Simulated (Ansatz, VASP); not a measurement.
# TiC: VASP beside Ansatz, part 2 of 2

Wanted: the spread between two codes on one cell, functional and k mesh. Of the first pair: The cell is taken from a series of runs on this material, whose earlier steps may have relaxed, scaled, displaced or heated it; both programs get it as it stands.

VASP 6.6.1 and Ansatz 0.2.0.

So far: Starting point; Ansatz: relaxation of cell and atoms, PBEsol; VASP: relaxation of cell and atoms, PBEsol; Comparison.

## Step 5: Ansatz: relaxation, PBEsol

Level of this step: Ansatz beside VASP: Kohn-Sham DFT, plane waves, PBEsol (Ansatz).

This run makes the geometry at which the two programs are then compared.

The structure compared here is the end of the Ansatz relaxation.

Contents of input.yaml:

```yaml
crystal:
  lattice:
    - [0.0, 2.1464038828, 2.1464038828]
    - [2.1464038828, 0.0, 2.1464038828]
    - [2.1464038828, 2.1464038828, 0.0]
  atoms:
    - { symbol: Ti, position: [0.0, 0.0, 0.0] }
    - { symbol: C, position: [0.5, 0.5, 0.5] }
kpoints:
  mp_grid: { grid: [17, 17, 17] }
scf:
  occupations: { method: fermi_dirac, width: 0.05 }
hamiltonian:
  xc: pbesol
  pseudopotentials: { kind: paw, azcp: { folder: soft_1 }, xc_functional: pbe }
basis:
  ecutwfc: 600
output:
  forces: true
  stress: true
relax:
  f_tol: 0.005
  max_steps: 70
  cell: { stress_tol: 0.02, p_target: 5 }
```

Started as:

```
$ ansatz run input.yaml --threads 4 --pin off --max-ram 10240MiB --backend cpu --events-out ev --progress --plain --runs-dir out
```

Numbers of over 12 decimals in the logs are rounded to 6 here.

Output:

```text
[...]
Crystal: 2 atoms, lattice volume = 19.777 Å³
Basis set: ecut = 600 eV, 645 PW (Γ), exchange–correlation on 50×50×50 points (8 copies of the dense FFT grid, shifted against one another)
Bands: 12, of which v1, the nominal top of the filled ones, is band 8 counted from 1 (7 counted from 0)
Symmetry: 48 space group operations
[...]
k-points: 165 of 4913
[...]
-0.000000       5.014942      -0.000000
       -0.000000      -0.000000       5.014942
  P = ⅓ Tr σ = 5.0149 GPa (50.149 kbar)
--- Relaxed structure (3 steps of the walk, 3 accepted, 1 SCFs on fresh bases) ---
[...]
cell:  # Å, volume = 19.4233 Å³
    - [0, 2.133524, 2.133524]
    - [2.133524, 0, 2.133524]
    - [2.133524, 2.133524, 0]
  atoms:
    - { symbol: Ti, position: [0, 0, 0] }
    - { symbol: C, position: [0.500000, 0.500000, 0.500000] }
[key lines of the parts left out:]
SCF converged after 8 iterations
Free energy (F): -2722.425432 eV
Fermi energy:    15.291127 eV
```

## Step 6: VASP: single point, PBEsol, pair 2

The same cell, functional, mesh and smearing now go to VASP, with its own data sets.

Contents of INCAR:

```
SYSTEM = TiC
PREC = Accurate
ENCUT = 600
EDIFF = 1E-06
NELM = 120
ISMEAR = -1
SIGMA = 0.05
LREAL = .FALSE.
ALGO = Normal
GGA = PS
NBANDS = 14
LASPH = .TRUE.
LORBIT = 11
LWAVE = .FALSE.
LCHARG = .FALSE.
ISIF = 2
GGA_COMPAT = .FALSE.
KPAR = 2
```

Contents of POSCAR:

```
TiC
1.0
    0.0000000000      2.1335242298      2.1335242298
    2.1335242298      0.0000000000      2.1335242298
    2.1335242298      2.1335242298      0.0000000000
Ti C
1 1
Direct
    0.0000000000      0.0000000000      0.0000000000
    0.5000000000      0.5000000000      0.5000000000
```

Contents of KPOINTS:

```
Automatic mesh
0
Gamma
17 17 17
0 0 0
```

Potentials, in the order of the species: Ti_sv and C (PBE family, release 64).

Started as:

```
$ mpirun -np 2 vasp_std
```

Output:

```text
[banner, memory and clock lines left out]
running    2 mpi-ranks, on    1 nodes
[...]
[... a notice as in an earlier step ...]

 LDA part: xc-table for (Slater+PW92), standard interpolation
 POSCAR, INCAR and KPOINTS ok, starting setup
[...]
entering main loop
       N       E                     dE             d eps       ncg     rms          rms(c)
DAV:   1     0.127437618844E+03    0.12744E+03   -0.88927E+03  4634   0.153E+03
DAV:   2    -0.162956081749E+02   -0.14373E+03   -0.13540E+03  4866   0.370E+02
DAV:   3    -0.247343630408E+02   -0.84388E+01   -0.82508E+01  6148   0.871E+01
DAV:   4    -0.250971462446E+02   -0.36278E+00   -0.36243E+00  5756   0.160E+01
[...]
DAV:  12    -0.197970683514E+02    0.17858E-04   -0.33165E-04  5268   0.248E-01    0.195E-02
DAV:  13    -0.197970610506E+02    0.73008E-05   -0.12985E-05  6558   0.467E-02    0.448E-03
DAV:  14    -0.197970605123E+02    0.53829E-06   -0.38001E-07  3342   0.108E-02
   1 F= -.19797061E+02 E0= -.19795749E+02  d E =-.262270E-02
```

Parts of OUTCAR (step 6):

```text
  Total        0.6367133      0.6367133      0.6367133      0.0000000      0.0000000      0.0000000
  in kB       52.5208538     52.5208538     52.5208538      0.0000000      0.0000000      0.0000000
  external PRESSURE =      52.5208538 kB  Pullay stress =       0.0000000 kB

 POSITION                                       TOTAL-FORCE (eV/Angst)
 -----------------------------------------------------------------------------------
      0.00000      0.00000      0.00000         0.000000      0.000000      0.000000
      2.13352      2.13352      2.13352         0.000000     -0.000000     -0.000000
 -----------------------------------------------------------------------------------
    total drift:                                0.000000     -0.000000     -0.000000

  FREE ENERGIE OF THE ION-ELECTRON SYSTEM (eV)
  ---------------------------------------------------
  free  energy   TOTEN  =       -19.7970605123 eV

  energy  without entropy=      -19.7944378079  energy(sigma->0) =      -19.79574916

[... 1 part as in an earlier step ...]

[... 2 further parts left out ...]
[key lines of the parts left out:]
E-fermi :   9.8339
```

The run ends at a pressure of 5.25 GPa.

## Step 7: Side by side

What differs besides the data sets and the points named for the pairs above, as far as they apply: Ansatz's pressure holds a Pulay correction, VASP's none. Total energies have different zeros and are not compared.

Both answers:

| quantity | Ansatz | VASP | difference |
| --- | --- | --- | --- |
| pressure (GPa) | 5.01 | 5.25 | -0.24 |

## Step 8: Ansatz: relaxation, PBEsol

This run makes the geometry at which the two programs are then compared. The cell compared in this pair holds 20.08 Å³, against 19.42 Å³ for the pair before.

The structure compared here is the end of the Ansatz relaxation.

input.yaml, as its differences from that of step 5:

```diff
@@ -23,2 +23,2 @@
   max_steps: 70
-  cell: { stress_tol: 0.02, p_target: 5 }
+  cell: { stress_tol: 0.02, p_target: -4 }
```

Started as:

```
$ ansatz run input.yaml --threads 4 --pin off --max-ram 10240MiB --backend cpu --events-out ev --progress --plain --runs-dir out
```

Output:

```text
[...]
Crystal: 2 atoms, lattice volume = 19.777 Å³
Basis set: ecut = 600 eV, 645 PW (Γ), exchange–correlation on 50×50×50 points (8 copies of the dense FFT grid, shifted against one another)
Bands: 12, of which v1, the nominal top of the filled ones, is band 8 counted from 1 (7 counted from 0)
Symmetry: 48 space group operations
[...]
k-points: 165 of 4913
[...]
-3.984378      -0.000000      -0.000000
       -0.000000      -3.984378      -0.000000
       -0.000000      -0.000000      -3.984378
  P = ⅓ Tr σ = -3.9844 GPa (-39.844 kbar)
--- Relaxed structure (3 steps of the walk, 3 accepted, 1 SCFs on fresh bases) ---
[...]
cell:  # Å, volume = 20.0828 Å³
    - [0, 2.157403, 2.157403]
    - [2.157403, 0, 2.157403]
    - [2.157403, 2.157403, 0]
  atoms:
    - { symbol: Ti, position: [0, 0, 0] }
    - { symbol: C, position: [0.5, 0.5, 0.5] }
[key lines of the parts left out:]
SCF converged after 8 iterations
Free energy (F): -2722.427038 eV
Fermi energy:    14.707768 eV
```

## Step 9: VASP: single point, PBEsol, pair 3

The same cell, functional, mesh and smearing now go to VASP, with its own data sets.

INCAR is that of step 6.

Contents of POSCAR:

```
TiC
1.0
    0.0000000000      2.1574031066      2.1574031066
    2.1574031066      0.0000000000      2.1574031066
    2.1574031066      2.1574031066      0.0000000000
Ti C
1 1
Direct
    0.0000000000      0.0000000000      0.0000000000
    0.5000000000      0.5000000000      0.5000000000
```

KPOINTS is that of step 6.

Started as:

```
$ mpirun -np 2 vasp_std
```

Output:

```text
[... set-up lines as in an earlier step ...]
 entering main loop
       N       E                     dE             d eps       ncg     rms          rms(c)
DAV:   1     0.128287713049E+03    0.12829E+03   -0.88812E+03  4620   0.153E+03
DAV:   2    -0.160297768470E+02   -0.14432E+03   -0.13560E+03  4974   0.375E+02
DAV:   3    -0.247874708899E+02   -0.87577E+01   -0.85388E+01  6106   0.877E+01
DAV:   4    -0.251893915274E+02   -0.40192E+00   -0.40156E+00  5796   0.169E+01
[...]
DAV:  12    -0.198005134752E+02    0.42120E-04   -0.36050E-04  5448   0.193E-01    0.527E-02
DAV:  13    -0.198005024727E+02    0.11002E-04   -0.31128E-05  5664   0.418E-02    0.802E-03
DAV:  14    -0.198005016933E+02    0.77942E-06   -0.12080E-06  4388   0.153E-02
   1 F= -.19800502E+02 E0= -.19799152E+02  d E =-.269904E-02
```

Parts of OUTCAR (step 9):

```text
  Total       -0.4685774     -0.4685774     -0.4685774      0.0000000     -0.0000000     -0.0000000
  in kB      -37.3824754    -37.3824754    -37.3824754      0.0000000     -0.0000000     -0.0000000
  external PRESSURE =     -37.3824754 kB  Pullay stress =       0.0000000 kB

 POSITION                                       TOTAL-FORCE (eV/Angst)
 -----------------------------------------------------------------------------------
      0.00000      0.00000      0.00000         0.000000     -0.000000      0.000000
      2.15740      2.15740      2.15740        -0.000000      0.000000     -0.000000
 -----------------------------------------------------------------------------------
    total drift:                                0.000000     -0.000000     -0.000000

  FREE ENERGIE OF THE ION-ELECTRON SYSTEM (eV)
  ---------------------------------------------------
  free  energy   TOTEN  =       -19.8005016933 eV

  energy  without entropy=      -19.7978026512  energy(sigma->0) =      -19.79915217

[... 1 part as in an earlier step ...]

[... 2 further parts left out ...]
[key lines of the parts left out:]
E-fermi :   9.4326
```

The run ends at a pressure of -3.74 GPa.

## Step 10: Differences

Both answers:

| quantity | Ansatz | VASP | difference |
| --- | --- | --- | --- |
| pressure (GPa) | -3.98 | -3.74 | -0.25 |

## Step 11: Results

| Item | Value |
| --- | --- |
| difference in volume (relaxation of cell and atoms, PBEsol) | -0.093 % |
| difference in pressure (single point, PBEsol, pair 2) | -0.24 GPa |
| difference in pressure (single point, PBEsol, pair 3) | -0.25 GPa |

In words: The difference in pressure is -0.25 GPa (single point, PBEsol, pair 3), within the 1 GPa picked in this series as the mark of a large difference. 4 further runs of this series are not shown here. How closely two codes agree says nothing of how well the functional describes the real material.

[Lines on the potential files, build, host, timing and source positions are cut from VASP's logs without a mark.]

[Logs are printed without paths, hosts, clocks, repeated set-up lines and the standing remarks that a program may print on its own settings, such as how far it seeks lower states.]

[Hosts, paths, dates, database ids (printed as entryN), source tags and the programs' standing remarks are cut or masked in the printed files.]
